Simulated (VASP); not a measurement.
**A VASP study of MgSc2Se4 (PBEsol): structure first, properties next**

Aim: relax MgSc2Se4, then compute properties on the relaxed cell. The steps: relaxing cell and atoms (PBEsol), second relaxation, single point with fields (PBEsol), bands along the symmetry lines (PBEsol), total and projected DOS (PBEsol), field gradients at the nuclei (PBEsol), optical spectrum (PBEsol), volume scan with PBEsol and fit for PBEsol. The start is a computed cell from the Materials Project.

Calculated with VASP 6.6.1; PBEsol; plane waves and PAW (Mg, Sc_sv, Se).

Most raw output is cut from this account.

## Step 1: Set-up

Before any relaxation, the start is as follows. The structure is cubic, space group Fd-3m (No. 227). The conventional cell has a = 11.182 Å, b = 11.182 Å, c = 11.182 Å, α = 90.00°, β = 90.00°, γ = 90.00°. Nearest to Mg lie 4 Se at 2.56 Å. Sc has 6 Se at 2.72 Å nearest. Se has 1 Mg at 2.56 Å and 3 Sc at 2.72 Å nearest. Farther neighbours and most contacts between anions are not listed.

Structure file:

```xyz
14
Lattice="0.0000 5.5912 5.5912 5.5912 0.0000 5.5912 5.5912 5.5912 0.0000" Properties=species:S:1:pos:R:3 pbc="T T T"
Mg    2.7956    2.7956    2.7956
Mg    0.0000    0.0000    0.0000
Sc    6.9890    4.1934    4.1934
Sc    4.1934    6.9890    4.1934
Sc    4.1934    4.1934    6.9890
Sc    6.9890    6.9890    6.9890
Se    4.2754    6.9070    6.9070
Se    6.9070    4.2754    6.9070
Se    6.9070    6.9070    4.2754
Se    4.2754    4.2754    4.2754
Se    9.7026    7.0710    7.0710
Se    7.0710    9.7026    7.0710
Se    7.0710    7.0710    9.7026
Se    9.7026    9.7026    9.7026
```

## Step 2: Relaxing cell and atoms (PBEsol)

Properties are meant for the cell that this level of theory prefers, so cell and atoms are relaxed first (ISIF = 3) until forces and stress are small; EDIFFG sets the threshold. PBEsol restores the gradient expansion of exchange and is tuned for the cells of solids.

INCAR reads:

```
SYSTEM = MgSc2Se4
PREC = Accurate
ENCUT = 400
EDIFF = 1E-06
NELM = 100
ISMEAR = 0
SIGMA = 0.05
LREAL = .FALSE.
ALGO = Normal
GGA = PS
NBANDS = 62
LASPH = .TRUE.
LORBIT = 11
LWAVE = .FALSE.
LCHARG = .FALSE.
KPAR = 8
IBRION = 2
NSW = 60
ISIF = 3
EDIFFG = -0.01
```

POSCAR reads:

```
MgSc2Se4
1.0
    0.0000000000      5.5911945600      5.5911945600
    5.5911945600      0.0000000000      5.5911945600
    5.5911945600      5.5911945600      0.0000000000
Mg Sc Se
2 4 8
Direct
    0.2500000000      0.2500000000      0.2500000000
    0.0000000000      0.0000000000      0.0000000000
    0.1250000000      0.6250000000      0.6250000000
    0.6250000000      0.1250000000      0.6250000000
    0.6250000000      0.6250000000      0.1250000000
    0.6250000000      0.6250000000      0.6250000000
    0.8530100700      0.3823299800      0.3823299800
    0.3823299800      0.8530100700      0.3823299800
    0.3823299800      0.3823299800      0.8530100700
    0.3823299800      0.3823299800      0.3823299800
    0.3969899300      0.8676700200      0.8676700200
    0.8676700200      0.3969899300      0.8676700200
    0.8676700200      0.8676700200      0.3969899300
    0.8676700200      0.8676700200      0.8676700200
```

KPOINTS reads:

```
Automatic mesh
0
Gamma
4 4 4
0 0 0
```

Potentials, in the order of the species: Mg, Sc_sv and Se (PBE family, release 64).

Command:

```sh
mpirun -np 8 vasp_std
```

The job ended after 2.2 min (8 MPI ranks of AMD EPYC 7R43, shared host; peak memory 3.8 GiB).

The gap is read on the k-mesh alone, so it is an upper bound where the band edges lie off the mesh. The PAW data sets were made with PBE, which is usual practice but a small mismatch for other functionals. The run keeps the 48 symmetry operations of its start, so it cannot find a distortion of lower symmetry.

Step by step:

| step | energy less that of the first step (eV) | largest force (eV/Å) | pressure (GPa) | volume (Å³) |
| --- | --- | --- | --- | --- |
| 1 | 0.0000 | 0.2022 | -1.62 | 349.58 |
| 2 | -0.0359 | 0.0553 | 0.93 | 337.00 |
| 3 | -0.0484 | 0.0350 | 0.04 | 341.16 |
| 4 | -0.0488 | 0.0161 | 0.01 | 341.37 |
| 5 | -0.0489 | 0.0010 | 0.00 | 341.54 |

| conventional cell, symmetrised | before | after | change |
| --- | --- | --- | --- |
| a (Å) | 11.182 | 11.096 | -0.8 % |
| b (Å) | 11.182 | 11.096 | -0.8 % |
| c (Å) | 11.182 | 11.096 | -0.8 % |
| volume (Å³/atom) | 24.97 | 24.40 | -2.3 % |

Final coordinates:

```
Mg Sc Se
1.0
     0.00000    5.54800    5.54800
     5.54800    0.00000    5.54800
     5.54800    5.54800    0.00000
Mg Sc Se
2 4 8
Cartesian
  2.7740 2.7740 2.7740
  0.0000 0.0000 0.0000
  6.9350 4.1610 4.1610
  4.1610 6.9350 4.1610
  4.1610 4.1610 6.9350
  6.9350 6.9350 6.9350
  4.2477 6.8483 6.8483
  6.8483 4.2477 6.8483
  6.8483 6.8483 4.2477
  4.2477 4.2477 4.2477
  9.6223 7.0217 7.0217
  7.0217 9.6223 7.0217
  7.0217 7.0217 9.6223
  9.6223 9.6223 9.6223
```

Numbers from this step:

```
electrons                       : 96
bands                           : 62
irreducible k-points            : 8
symmetry operations             : 48
free energy (TOTEN)             : -82.6521 eV
Fermi energy                    : 2.683 eV
pressure                        : -0.001653 GPa
metallic                        : no
valence top at k                : 0, 0, 0
conduction bottom at k          : 0, 0, 0
least direct gap at k           : 0, 0, 0
SCF cycles over all ionic steps : 41
gap on the k-mesh               : 0.9930 eV
least direct gap on the k-mesh  : 0.9930 eV
```

It ends with a largest force of 0.001 eV/Å and a pressure of 0.00 GPa.

## Step 3: Second relaxation

A relaxation keeps the plane waves of the cell it began with, so it is repeated from the new cell, on a basis made for it.

INCAR is that of step 2.

POSCAR reads:

```
MgSc2Se4
1.0
    0.0000000000      5.5479961736      5.5479961736
    5.5479961736      0.0000000000      5.5479961736
    5.5479961736      5.5479961736      0.0000000000
Mg Sc Se
2 4 8
Direct
    0.2500000000      0.2500000000      0.2500000000
    0.0000000000      0.0000000000      0.0000000000
    0.1250000000      0.6250000000      0.6250000000
    0.6250000000      0.1250000000      0.6250000000
    0.6250000000      0.6250000000      0.1250000000
    0.6250000000      0.6250000000      0.6250000000
    0.8515504643      0.3828165152      0.3828165152
    0.3828165152      0.8515504643      0.3828165152
    0.3828165152      0.3828165152      0.8515504643
    0.3828165152      0.3828165152      0.3828165152
    0.3984495357      0.8671834848      0.8671834848
    0.8671834848      0.3984495357      0.8671834848
    0.8671834848      0.8671834848      0.3984495357
    0.8671834848      0.8671834848      0.8671834848
```

KPOINTS is that of step 2.

Command:

```sh
mpirun -np 8 vasp_std
```

The job ended after 69 s (8 MPI ranks; peak memory 3.3 GiB).

Little changed from the start: no atom moved by 0.005 Å and no cell edge by 0.1 %.

Numbers from this step:

```
free energy (TOTEN)             : -82.6491 eV
Fermi energy                    : 2.684 eV
pressure                        : -0.007924 GPa
SCF cycles over all ionic steps : 17
gap on the k-mesh               : 0.9929 eV
least direct gap on the k-mesh  : 0.9929 eV
```

It ends with a largest force of 0.001 eV/Å and a pressure of -0.01 GPa. The volume moved by under 0.01 %: the run met its threshold at the first step.

## Step 4: Single point with fields (PBEsol)

The relaxed cell gets a fresh self-consistent run, on a basis set for its own volume, to fix the density and to check the remaining stress.

Changes to INCAR since step 3:

```diff
@@ -14,7 +14,5 @@
 LWAVE = .FALSE.
-LCHARG = .FALSE.
-KPAR = 8
-IBRION = 2
-NSW = 60
-ISIF = 3
-EDIFFG = -0.01
+LCHARG = .TRUE.
+ISIF = 2
+LELF = .TRUE.
+LVHAR = .TRUE.
```

POSCAR is that of step 3.

KPOINTS is that of step 3.

Command:

```sh
mpirun -np 8 vasp_std
```

It took 57 s on 8 MPI ranks; peak memory 1.3 GiB; 7.5 min of CPU time.

Numbers from this step:

* SCF cycles: 17
* bands: 64
* Fermi energy: 2.798 eV
* pressure: -0.006938 GPa
* gap on the k-mesh: 0.9930 eV
* least direct gap on the k-mesh: 0.9930 eV

Valence electrons inside each PAW sphere by angular momentum. Sphere charges, by row:

| atom | s (e) | p (e) | d (e) | tot (e) |
| --- | --- | --- | --- | --- |
| Mg1 | 0.168 | 0.135 | 0.032 | 0.336 |
| Mg2 | 0.168 | 0.135 | 0.032 | 0.336 |
| Sc3 | 2.194 | 6.166 | 0.98 | 9.34 |
| Sc4 | 2.194 | 6.166 | 0.98 | 9.34 |
| Sc5 | 2.194 | 6.166 | 0.98 | 9.34 |
| Sc6 | 2.194 | 6.166 | 0.98 | 9.34 |
| Se7 | 1.438 | 2.481 | 0.014 | 3.933 |
| Se8 | 1.438 | 2.481 | 0.014 | 3.933 |
| Se9 | 1.438 | 2.481 | 0.014 | 3.933 |
| Se10 | 1.438 | 2.481 | 0.014 | 3.933 |
| Se11 | 1.438 | 2.481 | 0.014 | 3.933 |
| Se12 | 1.438 | 2.481 | 0.014 | 3.933 |
| Se13 | 1.438 | 2.481 | 0.014 | 3.933 |
| Se14 | 1.438 | 2.481 | 0.014 | 3.933 |

ELF in the ac plane at fractional y = 0.383, with atoms of Se within 0.2 Å of it. It is the smooth field of the valence electrons, not physical close to the nuclei.

Ten even steps from '_' (0.03) to '@' (0.88), each cell a mean:
```
==____==%%@@@@@@@@@@##--____==%%@@@@@@@@@@%%
##--__--##@@@@%%%%@@@@##::__--##@@@@####@@@@
@@**....**@@@@##++##@@@@**..::**@@@@##++##@@
@@%%--..==%%@@%%++**@@@@%%--..--%%@@@@####@@
@@%%==....**@@@@%%%%@@@@%%++....++%%@@@@@@@@
@@%%==..__::**%%@@@@@@@@%%++..__..++%%@@@@@@
%%**--______..==##%%%%%%##==..____..--**##%%
==--..__........--==++++==::..........::--==
..____..--++++==::..........::==++++--..____
______::**%%%%%%**==..____..==##%%%%%%**::__
______==##@@@@@@@@%%++..__..++%%@@@@@@@@##--
--____==%%@@@@@@%%@@%%++....++%%@@@@@@@@@@##
##::__--##@@@@##**##@@%%==..==%%@@%%**##@@@@
@@**::::**@@@@%%++**%%@@**::--##@@%%++++%%@@
@@%%==..==%%@@@@%%##@@@@%%==..==%%@@%%##%%@@
@@@@**....**@@@@@@@@@@@@%%++....**@@@@@@@@@@
@@%%**::__::**%%@@@@@@@@%%++..__::**%%@@@@@@
##**==..____..==**##%%##**--..____..==**##%%
--::......::....::--====::..____........--==
______..==****==::__________..--====--..____
______::**%%@@%%**::________--**%%%%%%**--__
______--##@@@@@@@@##--____..==%%@@@@@@@@##==
```
Columns run along a (7.8 Å), rows up along c (7.8 Å). Atoms in or near the plane, at fractional coordinates: Se at (0.85, 0.38), Se at (0.38, 0.85), Se at (0.38, 0.38), Se at (0.87, 0.87).

Valence density in the ac plane at fractional y = 0.383, with atoms of Se within 0.2 Å of it. It is the smooth field of the valence electrons, not physical close to the nuclei.

Ten even steps from '_' (0.01 e/Å³) to '@' (0.83 e/Å³), each cell a mean:
```
..______::++@@@@%%++::______..--**@@@@@@**--
::______::**@@%%%%@@**::____..::**@@**++%%**
==..____..++@@++__++@@==..____::++@@==__++@@
**::..__..--%%%%..::@@##--..__..--##%%==**@@
##--..____..==%%%%##@@%%==..____..==##@@@@@@
++::..____..::==##@@@@##==..______..--++****
::....______....--==++==::....______..::::--
..__________........::::........________....
________..............................______
________..--====--....____....::====--..____
________::++##%%**==::..__..::==##%%##==::__
________::**@@@@@@%%++::....::++@@@@@@@@**::
::______::++@@**::##%%==......==@@##::++@@++
--..____..==%%##__::@@**--....--##%%..__%%%%
++::..__..::**@@##**@@%%==......==%%%%++%%@@
++::..____..--**%%@@@@##==......::==%%@@@@@@
--::..______..::==++**++--..____....--++**++
::....________....::::::....________....::::
____________________________________________
________........______________........______
________..::::::..____________..::--::..____
________::--++++--::________..::++##**==::..
```
Columns run along a (7.8 Å), rows up along c (7.8 Å). Atoms in or near the plane, at fractional coordinates: Se at (0.85, 0.38), Se at (0.38, 0.85), Se at (0.38, 0.38), Se at (0.87, 0.87).

Electrostatic potential energy in the ac plane at fractional y = 0.383, with atoms of Se within 0.2 Å of it. With pseudopotentials it is smooth inside the atoms' cores, unlike the true potential.

Ten even steps from '_' (-46 eV) to '@' (5 eV), each cell a mean:
```
@@@@@@@@@@%%==--==##@@@@@@@@@@@@##..__::**@@
@@@@@@@@@@##..____::##@@@@@@@@@@**____....**
%%@@@@@@@@%%::..--..::%%@@@@@@@@%%::..==..::
##@@@@@@@@@@++__--::__**@@@@@@@@@@**....____
##@@@@@@@@@@%%==______++%%@@@@@@@@%%**::__..
%%@@@@@@@@@@@@%%**----##%%@@@@@@@@@@@@%%**##
@@@@@@@@@@@@@@@@@@%%%%%%@@@@@@@@@@@@@@@@@@@@
@@@@@@@@@@@@@@@@@@@@@@@@@@@@@@@@@@@@@@@@@@@@
@@@@@@@@@@@@@@@@@@@@@@@@@@@@@@@@@@@@@@@@@@@@
@@@@@@@@@@@@%%%%@@@@@@@@@@@@@@@@%%%%@@@@@@@@
@@@@@@@@@@%%**++##%%@@@@@@@@@@%%##++**%%@@@@
@@@@@@@@@@##::____==%%@@@@@@@@%%--____::##@@
@@@@@@@@@@##..__::__==%%@@@@@@%%--__::..::##
%%@@@@@@@@%%==__==::__##@@@@@@@@**__----__==
%%@@%%%%%%%%##::______++%%@@@@@@%%==__..__--
%%%%%%%%%%%%%%##==..::**%%@@@@@@@@%%++::..==
%%@@%%######%%%%%%####%%@@@@@@@@@@@@@@%%##%%
@@@@%%%%####%%%%@@@@@@@@@@@@@@@@@@@@@@@@@@@@
@@@@@@%%%%##%%%%@@@@@@@@@@@@@@@@@@@@@@@@@@@@
@@@@@@@@%%%%%%%%@@@@@@@@@@@@@@@@@@@@@@@@@@@@
@@@@@@@@@@@@%%@@@@@@@@@@@@@@@@@@@@@@@@@@@@@@
@@@@@@@@@@%%%%%%%%@@@@@@@@@@@@@@%%####%%@@@@
```
Columns run along a (7.8 Å; values clipped at the 3rd and 97th percentile), rows up along c (7.8 Å). Atoms in or near the plane, at fractional coordinates: Se at (0.85, 0.38), Se at (0.38, 0.85), Se at (0.38, 0.38), Se at (0.87, 0.87).

In this run the pressure is -0.01 GPa, small enough to go on.

## Step 5: Bands along the symmetry lines (PBEsol)

Levels along the symmetry lines show where the bands peak and cross; KPOINTS_OPT computes them in the converged potential.

INCAR reads:

```
SYSTEM = MgSc2Se4
PREC = Accurate
ENCUT = 400
EDIFF = 1E-06
NELM = 100
ISMEAR = 0
SIGMA = 0.05
LREAL = .FALSE.
ALGO = Normal
GGA = PS
NBANDS = 80
LASPH = .TRUE.
LORBIT = 11
LWAVE = .FALSE.
LCHARG = .FALSE.
KPAR = 8
```

POSCAR is that of step 4.

KPOINTS is that of step 4.

KPOINTS_OPT reads:

```
Line mode
12
Line-mode
Reciprocal
  0.00000000   0.00000000   0.00000000 GAMMA
  0.50000000   0.00000000   0.50000000 X

  0.50000000   0.00000000   0.50000000 X
  0.50000000   0.25000000   0.75000000 W

  0.50000000   0.25000000   0.75000000 W
  0.37500000   0.37500000   0.75000000 K

  0.37500000   0.37500000   0.75000000 K
  0.00000000   0.00000000   0.00000000 GAMMA

  0.00000000   0.00000000   0.00000000 GAMMA
  0.50000000   0.50000000   0.50000000 L

  0.50000000   0.50000000   0.50000000 L
  0.62500000   0.25000000   0.62500000 U

  0.62500000   0.25000000   0.62500000 U
  0.50000000   0.25000000   0.75000000 W

  0.50000000   0.25000000   0.75000000 W
  0.50000000   0.50000000   0.50000000 L

  0.50000000   0.50000000   0.50000000 L
  0.37500000   0.37500000   0.75000000 K

  0.62500000   0.25000000   0.62500000 U
  0.50000000   0.00000000   0.50000000 X
```

Command:

```sh
mpirun -np 8 vasp_std
```

Elapsed: 5.5 min, on 8 MPI ranks; peak memory 4.3 GiB.

Spin-orbit coupling is off here; it would split degenerate levels, and it lifts a valence top of Se p states by about 0.1 eV.

This step gave:

```yaml
scf_cycles: 15
bands: 80
fermi_energy: 2.831 eV
pressure: -0.005404 GPa
least_gap_on_mesh_and_path: 0.9929 eV
least_direct_gap_on_mesh_and_path: 0.9929 eV
```

The electronic bands at the labelled points (eV, zero at the valence-band top; v1 is the highest filled band, c1 the lowest empty one):

| point | v4 | v3 | v2 | v1 | c1 | c2 | c3 | c4 |
| --- | --- | --- | --- | --- | --- | --- | --- | --- |
| Γ | -1.02 | 0.00 | 0.00 | 0.00 | 0.99 | 1.27 | 1.27 | 2.12 |
| 0.45 of the way | -1.03 | -0.81 | -0.29 | -0.29 | 1.29 | 1.69 | 1.72 | 2.01 |
| X | -1.01 | -1.01 | -0.66 | -0.66 | 1.63 | 1.63 | 2.45 | 2.45 |
| 0.45 of the way | -1.03 | -1.03 | -0.72 | -0.72 | 1.75 | 1.75 | 2.37 | 2.37 |
| W | -1.04 | -1.04 | -0.82 | -0.82 | 2.06 | 2.06 | 2.08 | 2.08 |
| 0.55 of the way | -1.10 | -1.02 | -0.88 | -0.65 | 1.87 | 1.94 | 2.19 | 2.27 |
| K | -1.19 | -0.99 | -0.90 | -0.58 | 1.80 | 1.89 | 2.30 | 2.33 |
| 0.55 of the way | -0.95 | -0.92 | -0.38 | -0.16 | 1.45 | 1.66 | 1.67 | 2.17 |
| Γ | -1.02 | 0.00 | 0.00 | 0.00 | 0.99 | 1.27 | 1.27 | 2.12 |
| 0.45 of the way | -0.86 | -0.82 | -0.13 | -0.13 | 1.33 | 1.55 | 1.55 | 2.20 |
| L | -1.00 | -0.70 | -0.35 | -0.35 | 1.84 | 1.84 | 1.86 | 2.07 |
| 0.55 of the way | -1.07 | -0.82 | -0.77 | -0.45 | 1.83 | 2.03 | 2.05 | 2.12 |
| U | -1.19 | -0.99 | -0.90 | -0.58 | 1.80 | 1.89 | 2.30 | 2.33 |
| 0.45 of the way | -1.10 | -1.02 | -0.88 | -0.65 | 1.87 | 1.94 | 2.19 | 2.27 |
| W | -1.04 | -1.04 | -0.82 | -0.82 | 2.06 | 2.06 | 2.08 | 2.08 |
| 0.55 of the way | -1.06 | -0.84 | -0.70 | -0.47 | 1.90 | 1.92 | 2.08 | 2.14 |
| L | -1.00 | -0.70 | -0.35 | -0.35 | 1.84 | 1.84 | 1.86 | 2.07 |
| 0.45 of the way | -1.05 | -0.79 | -0.65 | -0.42 | 1.84 | 1.99 | 1.99 | 2.12 |
| K | -1.19 | -0.99 | -0.90 | -0.58 | 1.80 | 1.89 | 2.30 | 2.33 |
| jump to U | -1.19 | -0.99 | -0.90 | -0.58 | 1.80 | 1.89 | 2.30 | 2.33 |
| 0.45 of the way | -1.09 | -0.96 | -0.78 | -0.63 | 1.70 | 1.73 | 2.40 | 2.42 |
| X | -1.01 | -1.01 | -0.66 | -0.66 | 1.63 | 1.63 | 2.45 | 2.45 |

Of the projections kept (Mg, Sc, Se), the largest for each band there; the rest of the weight can lie on other orbitals:

| point | v4 | v3 | v2 | v1 | c1 | c2 | c3 | c4 |
| --- | --- | --- | --- | --- | --- | --- | --- | --- |
| Γ | Se 0.92 | Se 0.96 | Se 0.96 | Se 0.96 | Sc 0.79 | Sc 0.93 | Sc 0.93 | Sc 0.95 |
| X | Se 0.85 | Se 0.85 | Se 0.90 | Se 0.90 | Sc 0.91 | Sc 0.91 | Sc 0.93 | Sc 0.93 |
| W | Se 0.84 | Se 0.84 | Se 0.81 | Se 0.81 | Sc 0.88 | Sc 0.88 | Sc 0.91 | Sc 0.91 |
| K | Se 0.74 | Se 0.81 | Se 0.85 | Se 0.89 | Sc 0.91 | Sc 0.88 | Sc 0.88 | Sc 0.90 |
| Γ | Se 0.92 | Se 0.96 | Se 0.96 | Se 0.96 | Sc 0.79 | Sc 0.93 | Sc 0.93 | Sc 0.95 |
| L | Se 0.78 | Se 0.92 | Se 0.90 | Se 0.90 | Sc 0.92 | Sc 0.92 | Sc 0.86 | Sc 0.86 |

The path finds the gap of the mesh within 0.02 eV, so the mesh comes close to both band edges.

(Continued in part 2 of 2.)

[Lines on the potential files, build, host, timing and source positions are cut from VASP's logs without a mark.]

[Logs are printed without paths, hosts, clocks, repeated set-up lines and the standing remarks that a program may print on its own settings, such as how far it seeks lower states.]

[Hosts, paths, dates, database ids (printed as entryN), source tags and the programs' standing remarks are cut or masked in the printed files.]

[A measured line is paired with the nearest computed mode of its activity, which favours agreement.]
